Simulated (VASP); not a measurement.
OSZICAR of a VASP run on Sc (hcp):

File OSZICAR:
```
       N       E                     dE             d eps       ncg     rms          rms(c)
DAV:   1     0.373752172607E+03    0.37375E+03   -0.10694E+04  2858   0.148E+03
DAV:   2     0.826997841294E+01   -0.36548E+03   -0.35983E+03  4007   0.659E+02
DAV:   3    -0.141972413359E+02   -0.22467E+02   -0.21812E+02  4746   0.187E+02
DAV:   4    -0.146903353304E+02   -0.49309E+00   -0.44714E+00  4279   0.225E+01
DAV:   5    -0.146975745624E+02   -0.72392E-02   -0.72269E-02  4807   0.288E+00    0.825E+00
DAV:   6    -0.133980328106E+02    0.12995E+01   -0.29616E+00  3557   0.227E+01    0.246E+00
DAV:   7    -0.132241841510E+02    0.17385E+00   -0.75283E-01  3697   0.104E+01    0.834E-01
DAV:   8    -0.132127102686E+02    0.11474E-01   -0.28362E-02  3851   0.253E+00    0.246E-01
DAV:   9    -0.132112822196E+02    0.14280E-02   -0.77226E-03  3698   0.107E+00    0.194E-02
DAV:  10    -0.132112983085E+02   -0.16089E-04   -0.10590E-04  4710   0.161E-01    0.716E-03
DAV:  11    -0.132112960598E+02    0.22488E-05   -0.25053E-06  4491   0.218E-02    0.198E-03
DAV:  12    -0.132112973550E+02   -0.12952E-05   -0.43777E-07  3128   0.789E-03    0.100E-03
DAV:  13    -0.132112969081E+02    0.44692E-06   -0.23882E-08  2097   0.274E-03    0.887E-05
DAV:  14    -0.132112969162E+02   -0.81404E-08   -0.70507E-09  1894   0.221E-03
   1 F= -.13211297E+02 E0= -.13211557E+02  d E =0.780119E-03
```

Question: Which electronic solver shows in the log?

Answer: It is blocked Davidson (ALGO = Normal, or the opening steps of other solvers). The INCAR had ALGO = Normal.

Question: Can the final energy be trusted as converged?

Answer: Self-consistency was reached. It stopped with EDIFF = 1E-7, NELM = 100 (PBEsol GGA, plane waves, VASP's PBE PAW potentials (set 64)).

The compound is Sc in the hcp structure. It was relaxed first, which changed the volume by -5 %.
